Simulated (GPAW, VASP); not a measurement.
This is a calculation of Na for GPAW 26.7.0 (ASE script). 

File run.py:

```python
import numpy as np
from ase import Atoms
from ase.dft.bandgap import bandgap
from ase.io import write
from ase.units import Bohr
from gpaw import GPAW, PW
from gpaw.elf import elf_from_dft_calculation

atoms = Atoms(['Na', 'Na', 'Na', 'Na'],
              cell=[[3.667617585, 0, 0],
                    [-1.222539195, 3.4578630202, 0],
                    [0.0, 0.0, 23.983791655]],
              scaled_positions=[[0.5, 0.5, 0.3127111888],
                                [0.0, 0.0, 0.4375703963],
                                [0.5, 0.5, 0.5624296037],
                                [0.0, 0.0, 0.6872888112]],
              pbc=True)
atoms.pbc = (True, True, False)

calc = GPAW(mode=PW(600),
            xc='PBE',
            kpts={'size': (8, 8, 1), 'gamma': True},
            occupations={'name': 'fermi-dirac', 'width': 0.05},
            nbands=26,
            convergence={'density': 1e-05, 'energy': 1e-05},
            maxiter=150,
            poissonsolver={'dipolelayer': 'xy'},
            txt='gpaw.txt')
atoms.calc = calc
energy = atoms.get_potential_energy()
forces = atoms.get_forces()
calc.write('gs.gpw')
write('result.traj', atoms)
print(f'Energy: {energy:.6f} eV')
print('Forces (eV/A):')
print(forces.round(4))
print('Fermi level:', round(calc.get_fermi_level(), 4), 'eV')
print(f'Gap: {bandgap(calc)[0]:.4f} eV, direct: {bandgap(calc, direct=True)[0]:.4f} eV')

v = calc.get_electrostatic_potential().mean(axis=(0, 1))
z = np.arange(len(v)) * atoms.cell[2, 2] / len(v)
ef = calc.get_fermi_level()
np.savetxt('planar.dat', np.c_[z, v], fmt='%.4f')
below, above = np.interp([1.5, atoms.cell[2, 2] - 1.5], z, v) - ef
print(f'Work functions: bottom {below:.4f} eV, top {above:.4f} eV')
print('Dipole moment:', *calc.get_dipole_moment().round(5), 'e A')

# fields on the real-space grid
write('density.cube', atoms, data=calc.get_pseudo_density() * Bohr**3)
write('potential.cube', atoms, data=calc.get_electrostatic_potential())
write('elf.cube', atoms, data=elf_from_dft_calculation(calc).data)
```

Potentials or basis: GPAW PAW data sets (gpaw-data 1.2.1), pw.

Command:

```console
$ OMP_NUM_THREADS=1 python run.py
```

Task: Set up the same calculation for VASP 6.6.1. Potentials or basis there: PBE PAW files Na_pv, 520 eV.

Result: As run (cutoffs and basis follow the program's own potentials, and thresholds, step limits or extra output files can differ):

The input INCAR:

```
PREC = Accurate
ENCUT = 520
EDIFF = 1E-7
ISMEAR = -1
SIGMA = 0.05
LREAL = F
LASPH = T
NELM = 80
ALGO = Normal
ISIF = 2
LWAVE = F
LCHARG = T
LDIPOL = T
IDIPOL = 3
DIPOL = 0.5 0.5 0.500
GGA = PE
LELF = T
LVHAR = T
LVACPOTAV = T
NBANDS = 22
```

Contents of KPOINTS:

```
regular mesh
0
Gamma
  8 8 1
```

Contents of POSCAR:

```
Na
1.0
    3.6676175850      0.0000000000      0.0000000000
   -1.2225391950      3.4578630202      0.0000000000
    0.0000000000      0.0000000000     23.9837916550
Na
4
Direct
    0.5000000000      0.5000000000      0.3127111888
    0.0000000000      0.0000000000      0.4375703963
    0.5000000000      0.5000000000      0.5624296037
    0.0000000000      0.0000000000      0.6872888112
```

Potentials or basis: VASP PAW PBE potentials, release 64 (Na_pv).

Launch:

```sh
$ cat potpaw_PBE.64/Na_pv/POTCAR > POTCAR
$ mpirun -np 1 vasp_std > vasp.out
```

Both were run:

|  | GPAW | VASP |
| --- | --- | --- |
| Work function of the upper face | 2.86 eV | 2.86 eV |
| Work function of the lower face | 2.86 eV | 2.86 eV |
